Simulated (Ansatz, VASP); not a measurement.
**ZrB2 in two plane-wave programs**

Aim: how closely do two programs agree when they are given the same cell, functional and k mesh? The cell is taken from a series of VASP runs on this material, whose earlier steps may have relaxed, scaled or displaced it; both programs get it as it stands.

Method: plane waves, with VASP 6.6.1 beside it; band structure at PBEsol, electric field gradients at PBEsol and band structure at PBEsol, spin-orbit coupling, in Ansatz 0.2.0.

### Step 1. The structure

The structure is hexagonal, space group P6/mmm (No. 191). Conventional cell: a = 3.156 Å, b = 3.156 Å, c = 3.509 Å, α = 90.00°, β = 90.00°, γ = 120.00°. Zr has 12 B at 2.53 Å nearest. B has 3 B at 1.82 Å and 6 Zr at 2.53 Å nearest. Farther neighbours are not listed.

Coordinates:

```cif
data_structure
_symmetry_space_group_name_H-M 'P6/mmm'
_symmetry_Int_Tables_number 191
_cell_length_a 3.1561
_cell_length_b 3.1561
_cell_length_c 3.5086
_cell_angle_alpha 90.000
_cell_angle_beta 90.000
_cell_angle_gamma 120.000
_cell_volume 30.27
loop_
_atom_site_label
_atom_site_type_symbol
_atom_site_symmetry_multiplicity
_atom_site_Wyckoff_symbol
_atom_site_fract_x
_atom_site_fract_y
_atom_site_fract_z
_atom_site_occupancy
Zr1 Zr 1 a 0.00000 0.00000 0.00000 1
B1 B 2 d 0.33333 0.66667 0.50000 1
```

### Step 2. Ansatz: band structure, PBEsol

Ansatz runs on its default PAW (the set named soft_2) files.

A single point gives forces, pressure and levels at one fixed geometry, so differences don't come from the geometry; what else differs is listed under the comparison.

File input.yaml:

```yaml
crystal:
  lattice:
    - [3.156050871, 0.0, 0.0]
    - [-1.5780254355, 2.73322023, 0.0]
    - [0.0, 0.0, 3.5085785145]
  atoms:
    - { symbol: Zr, position: [0.0, 0.0, 0.0] }
    - { symbol: B, position: [0.3333333333, 0.6666666667, 0.5] }
    - { symbol: B, position: [0.6666666667, 0.3333333333, 0.5] }
hamiltonian:
  xc: pbesol
  pseudopotentials: { kind: paw }
kpoints:
  mp_grid: { grid: [8, 8, 6] }
  band_path:
    path:
      - [0.0, 0.0, 0.0]
      - [0.13333, 0.0, 0.0]
      - [0.3, 0.0, 0.0]
      - [0.46667, 0.0, 0.0]
      - [0.46667, 0.06667, 0.0]
      - [0.41111, 0.17778, 0.0]
      - [0.35556, 0.28889, 0.0]
      - [0.28889, 0.28889, 0.0]
      - [0.17778, 0.17778, 0.0]
      - [0.06667, 0.06667, 0.0]
      - [0.0, 0.0, 0.03333]
      - [0.0, 0.0, 0.2]
      - [0.0, 0.0, 0.36667]
      - [0.0, 0.0, 0.5]
      - [0.16667, 0.0, 0.5]
      - [0.3, 0.0, 0.5]
      - [0.46667, 0.0, 0.5]
      - [0.46667, 0.06667, 0.5]
      - [0.41111, 0.17778, 0.5]
      - [0.35556, 0.28889, 0.5]
      - [0.28889, 0.28889, 0.5]
      - [0.17778, 0.17778, 0.5]
      - [0.06667, 0.06667, 0.5]
      - [0.5, 0.0, 0.46667]
      - [0.5, 0.0, 0.3]
      - [0.5, 0.0, 0.13333]
      - [0.33333, 0.33333, 0.0]
      - [0.33333, 0.33333, 0.16667]
      - [0.33333, 0.33333, 0.33333]
      - [0.33333, 0.33333, 0.5]
    npoints: 1
scf:
  occupations: { method: gaussian, width: 0.05 }
  n_extra_bands: 7
output:
  forces: true
  stress: true
  eigenvalues: true
  write_density: true
  write_potential: true
  elf: true
  volumetric_format: npy
```

The run is started by

```bash
$ ansatz run input.yaml --threads 2 --pin off --max-ram 4608MiB --backend cpu --events-out ev --progress --plain --runs-dir out
```

Numbers of over 12 decimals in the logs are rounded to 6 here.

The program printed:

```text
scf.n_extra_bands = 7 over 9 filled bands (N_el = 18.0): the run solves 16 bands
Engine: ansatz 0.2.0, aarch64-unknown-linux-gnu
Pseudopotentials: kind: paw
Pseudopotential: Zr, paw, valence charge 12, recommended cutoff 420 eV (normal), Zr.paw.azcp
Pseudopotential: B, paw, valence charge 3, recommended cutoff 420 eV (normal), B.paw.azcp
Functional definition: PBEsol
  exchange = pbesol_x
  correlation = pbesol_c
Crystal: 3 atoms, lattice volume = 30.266 Å³
Basis set: ecut = 420 eV, 563 PW (Γ), exchange–correlation on 48×48×48 points (8 copies of the dense FFT grid, shifted against one another)
Bands: 16, of which v1, the nominal top of the filled ones, is band 9 counted from 1 (8 counted from 0)
Symmetry: 24 space group operations
Space group: P6/mmm (ITA 191), of the structure as read, at distance tolerance 3.1e-5 Å
k-points: 40 of 384
Non-local potential: Zr, projectors of the file, l = 0: 3, l = 1: 2, l = 2: 2, l = 3: 2
Non-local potential: B, projectors of the file, l = 0: 2, l = 1: 2, l = 2: 1
PAW form: soft (Blöchl's): semilocal exchange-correlation on the pseudo side does not see the compensation charge
PAW frozen core: Zr, regenerated for the run's functional, and the local potential with it (the file was generated under x = pbe(κ = 0.804, μ = 0.219515), c = pbe(β = 0.066725))
PAW frozen core: B, regenerated for the run's functional, and the local potential with it (the file was generated under x = pbe(κ = 0.804, μ = 0.219515), c = pbe(β = 0.066725))
PAW one-centre angular grid: Zr, 590 points (default); XC on 64 Gauss nodes
PAW one-centre angular grid: B, 110 points (default); XC on 64 Gauss nodes
Initial density: superposition of atomic densities (neutral atoms: chi_scale 0, normalization atom), corrected by the library's trained network
Initial wavefunctions: pseudopotential atomic-orbital guess
Functional: x = pbesol(κ = 0.804, μ = 0.123457), c = pbesol(β = 0.046)
SCF iter   1: F=—  HF=-4437.222711 eV  |F-HF|=—  |Δ(HF+E_count)|=         —  Δρ=4.94e-3  dr2=1.19e-2  ethr=1.77e-3  ⟨swp⟩=5.2  Hψ=3150  notcnv=0  defer=8
preconditioner: auto → none  [insulator: Δε(μ)=0.435 eV  Ē_g=18.960 eV  σ=0.050 eV  W_gap=0.76  n_scr=8 (ndim 8)  ℏωp=27.0 eV  f_vac=0.000  D(μ)=0.60/eV (n_scr^D=2)  ε∞_Penn≈3.0]
SCF iter   2: F=—  HF=-4437.219652 eV  |F-HF|=—  |Δ(HF+E_count)|=   3.06e-3  Δρ=2.09e-3  dr2=2.17e-3  ethr=6.63e-5  ⟨swp⟩=1.0  Hψ=960  notcnv=0  defer=29
SCF iter   3: F=—  HF=-4437.219070 eV  |F-HF|=—  |Δ(HF+E_count)|=   5.82e-4  Δρ=2.80e-4  dr2=1.53e-5  ethr=1.21e-5  ⟨swp⟩=2.0  Hψ=715  notcnv=0  defer=29
SCF iter   4: F=—  HF=-4437.219079 eV  |F-HF|=—  |Δ(HF+E_count)|=   9.06e-6  Δρ=8.56e-5  dr2=1.04e-6  ethr=8.52e-8  ⟨swp⟩=2.6  Hψ=792  notcnv=0  defer=29
iter 5 did not close the SCF: its close was put off for the readings that it lacked (scf_convergence_deferred on its scf_iter line)
SCF iter   5: F=-4437.219080 eV  HF=-4437.219080 eV  |F-HF|=5.40e-9  |Δ(HF+E_count)|=   7.64e-8  Δρ=5.91e-6  dr2=7.64e-9  ethr=5.78e-9  ⟨swp⟩=1.6  Hψ=709  notcnv=0  defer=29
SCF iter   6: F=-4437.219080 eV  HF=-4437.219080 eV  |F-HF|=1.89e-10  |Δ(HF+E_count)|=   2.43e-9  Δρ=1.61e-6  dr2=4.00e-10  ethr=4.24e-11  ⟨swp⟩=8.2  Hψ=3559  notcnv=0
SCF 1 converged in 6 iterations: F = -4437.219080 eV  dr2 = 4.00e-10
  greatest PAW one-centre occupation: 0.996 electrons in one spin orbital (limit 2), on the Zr atom at site 0 (counted from 0), in its partial waves of l = 0
NSCF: frozen V_eff on 30 k-points
SCF converged after 6 iterations
Free energy (F): -4437.219080 eV
Harris-Foulkes:  -4437.219080 eV  (|F-HF|=1.89e-10)
Internal energy: -4437.218352 eV  (E = F + TS)
E sigma→0 (E₀):  -4437.218716 eV
Entropy (-TS):   -0.000727 eV (-0.242 meV/atom)
Fermi energy:    16.144329 eV
--- Per-component energies (eV) ---
  E_band       = -21.431553
  E_kinetic    = 436.224173
  E_local      = -550.053945  (includes V_loc(G=0)·N_el)
  E_nonlocal   = 102.324365
  E_hartree    = 173.963114
  E_xc         = -227.944227
  E_vxc        = -271.211269  (∫ρ·V_xc dr)
  E_paw        = -3050.797900  (= ΣΔE_a)
  E_vpaw       = -86.640857  (= ΣTr[D̂ρ^β])
  E_aug_tail   = 0.000016  (compensation charges beyond the density's cutoff)
  E_ewald      = -1321.129092
  E_core_change = 0.195142  (= ΣΔE_core)
  E_smearing   = -0.000727  (= −TS)
  E_closure    = -0.000000  (closes the sum)
  Σ components = -4437.219080   (vs F -4437.219080, Δ=0.00e0)
--- Forces (eV/Å), atoms counted from 1 ---
  atom   1  Zr    -0.00000000     0.00000000     0.00000000
  atom   2  B     -0.00000000    -0.00000000     0.00000000
  atom   3  B     -0.00000000     0.00000000     0.00000000
  max |Σ_I F_I| component: 2.22e-16 eV/Å
--- Stress (GPa, compression-positive) ---
       -0.302210      -0.000000      -0.000000
       -0.000000      -0.302210      -0.000000
       -0.000000      -0.000000      -0.339877
  P = ⅓ Tr σ = -0.3148 GPa (-3.148 kbar)
--- Band table (eV; the first three rows and the last of 40) ---
  k-point 0: bands = [... 5 lower, 13.2811, 13.2811, 13.3022, 13.6604, 19.4124, 19.4124, 20.2460, 20.2460, ... 3 higher]
  k-point 1: bands = [... 5 lower, 11.6682, 13.5462, 13.5462, 15.1871, 17.9783, 17.9783, 19.4330, 19.4330, ... 3 higher]
  k-point 2: bands = [... 5 lower, 9.8893, 14.2895, 14.2895, 16.6916, 16.6916, 16.8830, 17.8079, 17.8079, ... 3 higher]
  k-point 39: bands = [... 5 lower, 7.7765, 11.0613, 12.9126, 13.4893, 20.0671, 21.7951, 22.1325, 22.3582, ... 3 higher]
```

Run time: 1.1 s. Hardware: 2 threads of Arm Neoverse V1, shared host; peak memory 0.3 GiB; 2 s of CPU time.

Reading the cycles: dr2 is the Hartree energy of the density residual (eV), the measure of convergence; HF is the Harris–Foulkes estimate of the energy, which meets the free energy F at convergence.

### Step 3. VASP: band structure, PBEsol

The same cell, functional, mesh and smearing now go to VASP, with its own data sets and cutoff.

Lines of VASP's logs that name or quote its potential files are left out, and so is its time.

File INCAR:

```
SYSTEM = ZrB2
PREC = Accurate
ENCUT = 420
EDIFF = 1E-06
NELM = 100
ISMEAR = 0
SIGMA = 0.05
LREAL = .FALSE.
ALGO = Normal
GGA = PS
NBANDS = 22
LASPH = .TRUE.
LORBIT = 11
LWAVE = .FALSE.
LCHARG = .FALSE.
KPAR = 2
```

File POSCAR:

```
ZrB2
1.0
    3.1560508710      0.0000000000      0.0000000000
   -1.5780254355      2.7332202300      0.0000000000
    0.0000000000      0.0000000000      3.5085785145
Zr B
1 2
Direct
    0.0000000000      0.0000000000      0.0000000000
    0.3333333333      0.6666666667      0.5000000000
    0.6666666667      0.3333333333      0.5000000000
```

File KPOINTS:

```
Automatic mesh
0
Gamma
8 8 6
0 0 0
```

File KPOINTS_OPT:

```
Line mode
16
Line-mode
Reciprocal
  0.00000000   0.00000000   0.00000000 GAMMA
  0.50000000   0.00000000   0.00000000 M

  0.50000000   0.00000000   0.00000000 M
  0.33333333   0.33333333   0.00000000 K

  0.33333333   0.33333333   0.00000000 K
  0.00000000   0.00000000   0.00000000 GAMMA

  0.00000000   0.00000000   0.00000000 GAMMA
  0.00000000   0.00000000   0.50000000 A

  0.00000000   0.00000000   0.50000000 A
  0.50000000   0.00000000   0.50000000 L

  0.50000000   0.00000000   0.50000000 L
  0.33333333   0.33333333   0.50000000 H

  0.33333333   0.33333333   0.50000000 H
  0.00000000   0.00000000   0.50000000 A

  0.50000000   0.00000000   0.50000000 L
  0.50000000   0.00000000   0.00000000 M

  0.33333333   0.33333333   0.00000000 K
  0.33333333   0.33333333   0.50000000 H
```

PAW data sets: Zr_sv and B (PBE family, release 64).

The run is started by

```bash
$ mpirun -np 2 vasp_std
```

The program printed:

```text
[banner, memory and clock lines left out]
running    2 mpi-ranks, on    1 nodes
 distrk:  each k-point on    1 cores,    2 groups
 distr:  one band on    1 cores,    1 groups

 POSCAR found type information on POSCAR ZrB
 POSCAR found :  2 types and       3 ions
|                                                                             |
|               ----> ADVICE to this user running VASP <----                  |
|                                                                             |
|     You enforced a specific xc type in the INCAR file but a different       |
|     [... a line on the potential file left out ...]
|     I HOPE YOU KNOW WHAT YOU ARE DOING!                                     |
|                                                                             |

 LDA part: xc-table for (Slater+PW92), standard interpolation
 POSCAR, INCAR and KPOINTS ok, starting setup
 FFT: planning ... GRIDC
 FFT: planning ... GRID_SOFT
 FFT: planning ... GRID
 WAVECAR not read
 entering main loop
       N       E                     dE             d eps       ncg     rms          rms(c)
DAV:   1     0.859321275430E+02    0.85932E+02   -0.81560E+03  1760   0.699E+02
DAV:   2    -0.256830531327E+02   -0.11162E+03   -0.10676E+03  2150   0.218E+02
DAV:   3    -0.289281093449E+02   -0.32451E+01   -0.32117E+01  2352   0.315E+01
DAV:   4    -0.289755647937E+02   -0.47455E-01   -0.47426E-01  2010   0.327E+00
DAV:   5    -0.289766149497E+02   -0.10502E-02   -0.10501E-02  2264   0.345E-01    0.230E+01
DAV:   6    -0.264666340394E+02    0.25100E+01   -0.33518E+00  2044   0.115E+01    0.937E+00
DAV:   7    -0.264043689294E+02    0.62265E-01   -0.31036E-01  2236   0.313E+00    0.359E+00
DAV:   8    -0.264018431876E+02    0.25257E-02   -0.53673E-02  2062   0.151E+00    0.233E-01
DAV:   9    -0.263999210273E+02    0.19222E-02   -0.35947E-03  2008   0.417E-01    0.990E-02
DAV:  10    -0.263999315924E+02   -0.10565E-04   -0.31479E-04  2066   0.132E-01    0.389E-02
DAV:  11    -0.263999230160E+02    0.85764E-05   -0.19604E-05  2102   0.338E-02    0.790E-03
DAV:  12    -0.263999219375E+02    0.10785E-05   -0.19913E-06  2024   0.917E-03    0.222E-03
DAV:  13    -0.263999219350E+02    0.24868E-08   -0.11511E-07  1090   0.276E-03
   1 F= -.26399922E+02 E0= -.26399559E+02  d E =-.726066E-03
 Start KPOINTS_OPT (optional k-point list driver)
k-point batch [1-40\144]
       N       E                     dE             ncg
DAV:   1    -0.778014484135E+02   -0.19509E+05     1776
DAV:   2    -0.456535355489E+04   -0.44876E+04     2180
DAV:   3    -0.469475652318E+04   -0.12940E+03     2382
DAV:   4    -0.469686361441E+04   -0.21071E+01     2036
DAV:   5    -0.469689510414E+04   -0.31490E-01     2144
DAV:   6    -0.469689592908E+04   -0.82495E-03     2004
DAV:   7    -0.469689595149E+04   -0.22404E-04     1906
DAV:   8    -0.469689595217E+04   -0.68389E-06     1308
[...]
k-point batch [121-144\144]
       N       E                     dE             ncg
DAV:   1     0.822760491141E+04   -0.16452E+05     1064
DAV:   2     0.554231249499E+04   -0.26853E+04     1318
DAV:   3     0.547223427923E+04   -0.70078E+02     1434
DAV:   4     0.547111338098E+04   -0.11209E+01     1302
DAV:   5     0.547109980057E+04   -0.13580E-01     1348
DAV:   6     0.547109945293E+04   -0.34764E-03     1264
DAV:   7     0.547109944476E+04   -0.81667E-05     1184
DAV:   8     0.547109944451E+04   -0.25600E-06      840
```

From OUTCAR (step 3):

```text
ion  position               nearest neighbor table
   1  0.000  0.000  0.000-   2 2.53   3 2.53   2 2.53   3 2.53   3 2.53   3 2.53   2 2.53   2 2.53
                             3 2.53   3 2.53   2 2.53   2 2.53
   2  0.333  0.667  0.500-   3 1.82   3 1.82   3 1.82   1 2.53   1 2.53   1 2.53   1 2.53   1 2.53
                             1 2.53
   3  0.667  0.333  0.500-   2 1.82   2 1.82   2 1.82   1 2.53   1 2.53   1 2.53   1 2.53   1 2.53
                             1 2.53

  LATTYP: Found a hexagonal cell.
 ALAT       =     3.1560508710
 C/A-ratio  =     1.1116989738

 Subroutine GETGRP returns: Found 24 space group operations
 (whereof 24 operations were pure point group operations)

The static configuration has the point symmetry D_6h.

 Found     40 irreducible k-points:

   k-points           NKPTS =     40   k-points in BZ     NKDIM =     40   number of bands    NBANDS=     22

   dimension x,y,z NGX =    24 NGY =   24 NGZ =   24
   dimension x,y,z NGXF=    48 NGYF=   48 NGZF=   48

   ENCUT  =  420.0 eV  30.87 Ry    5.56 a.u.   5.27  5.27  5.86*2*pi/ulx,y,z

   NELECT =      18.0000    total number of electrons

 k-points in reciprocal lattice and weights: Automatic mesh
   0.00000000  0.00000000  0.00000000       0.003
   0.12500000 -0.00000000  0.00000000       0.016
   0.25000000 -0.00000000  0.00000000       0.016
   0.37500000  0.00000000  0.00000000       0.016
   0.50000000 -0.00000000  0.00000000       0.008
   0.12500000  0.12500000  0.00000000       0.016
   0.25000000  0.12500000  0.00000000       0.031
   0.37500000  0.12500000  0.00000000       0.031
   0.25000000  0.25000000  0.00000000       0.016
[...]
0.25000000  0.25000000  0.50000000       0.016
   0.37500000  0.25000000  0.50000000       0.016

 average (electrostatic) potential at core
       1 -72.3385       2 -21.9163       3 -21.9163

 E-fermi :  10.7953

 k-point     1 :       0.0000    0.0000    0.0000
  band No.  band energies     occupation
    ...
      5      -2.1649      2.00000
      6       7.9320      2.00000
      7       7.9320      2.00000
      8       7.9532      2.00000
      9       8.3101      2.00000
     10      14.0686      0.00000
     11      14.0686      0.00000
     12      14.9019      0.00000
     13      14.9019      0.00000
     14      15.5851      0.00000
    ...

 k-point     2 :       0.1250   -0.0000    0.0000
  band No.  band energies     occupation
    ...
      5      -1.8503      2.00000
      6       7.0923      2.00000
      7       7.9398      2.00000
      8       7.9698      2.00000
      9       8.2348      2.00000
     10      13.5173      0.00000
     11      13.8760      0.00000
     12      14.1191      0.00000
     13      14.5081      0.00000
     14      16.6765      0.00000
    ...

 k-point     3 :       0.2500   -0.0000    0.0000
  band No.  band energies     occupation
    ...
      5      -0.9831      2.00000
      6       5.4092      2.00000
      7       7.3308      2.00000
      8       7.8466      2.00000
      9       8.5349      2.00000
     10      12.8062      0.00000
     11      13.4565      0.00000
     12      14.1420      0.00000
     13      14.3211      0.00000
     14      17.0619      0.00000
    ...

  Total        0.0113903      0.0113903      0.0080606      0.0000000     -0.0000000     -0.0000000
  in kB        0.6029706      0.6029706      0.4267074      0.0000000     -0.0000000     -0.0000000
  external PRESSURE =       0.5442162 kB  Pullay stress =       0.0000000 kB

  energy-cutoff  :      420.00
  volume of cell :       30.27
      direct lattice vectors                 reciprocal lattice vectors
     3.156050871  0.000000000  0.000000000     0.316851673  0.182934399  0.000000000
    -1.578025436  2.733220230  0.000000000     0.000000000  0.365868798  0.000000000
     0.000000000  0.000000000  3.508578514     0.000000000  0.000000000  0.285015711

 POSITION                                       TOTAL-FORCE (eV/Angst)
 -----------------------------------------------------------------------------------
      0.00000      0.00000      0.00000         0.000000      0.000000      0.000000
     -0.00000      1.82215      1.75429        -0.000000      0.000000      0.000000
      1.57803      0.91107      1.75429         0.000000      0.000000      0.000000
 -----------------------------------------------------------------------------------
    total drift:                               -0.000000      0.000000      0.000000

  FREE ENERGIE OF THE ION-ELECTRON SYSTEM (eV)
  ---------------------------------------------------
  free  energy   TOTEN  =       -26.3999219350 eV

  energy  without entropy=      -26.3991958690  energy(sigma->0) =      -26.39955890

 total charge
# of ion       s       p       d       tot
------------------------------------------
    1        2.173   6.032   1.805  10.010
    2        0.665   1.248   0.000   1.913
    3        0.665   1.248   0.000   1.913
--------------------------------------------------
tot          3.503   8.528   1.805  13.836

[... 3 further parts left out ...]
```

The run ends at a pressure of 0.05 GPa.

### Step 4. Differences

Known differences besides the potentials themselves: Ansatz makes its cores anew for this functional, VASP keeps those of its PBE data sets. Total energies have different zeros and are not compared.

Both answers:

| quantity | Ansatz | VASP | difference |
| --- | --- | --- | --- |
| pressure (GPa) | -0.31 | 0.05 | -0.37 |
| pressure without Ansatz's Pulay correction (GPa) | -0.51 | 0.05 | -0.56 |

Levels from 3 eV below to 2 eV above the Fermi level differ by 1 meV r.m.s. and 4 meV at most; each VASP level is matched to the nearest of Ansatz, which flatters the figure a little. Ansatz's pressure holds a Pulay correction of 0.19 GPa; VASP's holds none.

### Step 5. Ansatz: electric field gradients, PBEsol

Field gradients test the density near the nuclei, where the PAW reconstruction matters most.

The cell is taken from a series of VASP runs on this material, whose earlier steps may have relaxed, scaled or displaced it; both programs get it as it stands.

input.yaml, the sections that differ from step 2:

```yaml
kpoints:
  mp_grid: { grid: [8, 8, 6] }
scf:
  occupations: { method: gaussian, width: 0.05 }
  n_extra_bands: 4
output:
  forces: true
  stress: true
  eigenvalues: true
  efg: {}
# crystal, hamiltonian: as in step 2
```

The run is started by

```bash
$ ansatz run input.yaml --threads 2 --pin off --max-ram 4608MiB --backend cpu --events-out ev --progress --plain --runs-dir out
```

The program printed:

```text
[...]
Zr: output.efg is read without spin–orbit coupling, which moves field gradients at and beside such atoms by some per cent and up to a factor of two; PAW files take it under magnetization.noncollinear and magnetization.spin_orbit
[...]
Crystal: 3 atoms, lattice volume = 30.266 Å³
[...]
--- Band table (eV; the first three rows and the last of 40) ---
  k-point 0: bands = [... 5 lower, 13.2811, 13.2811, 13.3022, 13.6604, 19.4124, 19.4124, 20.2460, 20.2460]
  k-point 1: bands = [... 5 lower, 11.6682, 13.5462, 13.5462, 15.1871, 17.9783, 17.9783, 19.4330, 19.4330]
  k-point 2: bands = [... 5 lower, 9.8893, 14.2895, 14.2895, 16.6916, 16.6916, 16.8830, 17.8079, 17.8079]
  k-point 39: bands = [... 5 lower, 7.7766, 11.0613, 12.9126, 13.4893, 20.0671, 21.7951, 22.1325, 22.3582]
[key lines of the parts left out:]
SCF converged after 6 iterations
Free energy (F): -4437.219080 eV
Fermi energy:    16.144331 eV
P = ⅓ Tr σ = -0.3147 GPa (-3.147 kbar)
```

The job ended after 1.3 s (2 threads; peak memory 0.33 GiB; 1.9 s of CPU time).

The run ends at a pressure of -0.31 GPa.

(Continued in part 2 of 2.)

[Lines on the potential files, build, host, timing and source positions are cut from VASP's logs without a mark.]

[Logs are printed without paths, hosts, clocks, repeated set-up lines and the standing remarks that a program may print on its own settings, such as how far it seeks lower states.]

[Hosts, paths, dates, database ids (printed as entryN), source tags and the programs' standing remarks are cut or masked in the printed files.]
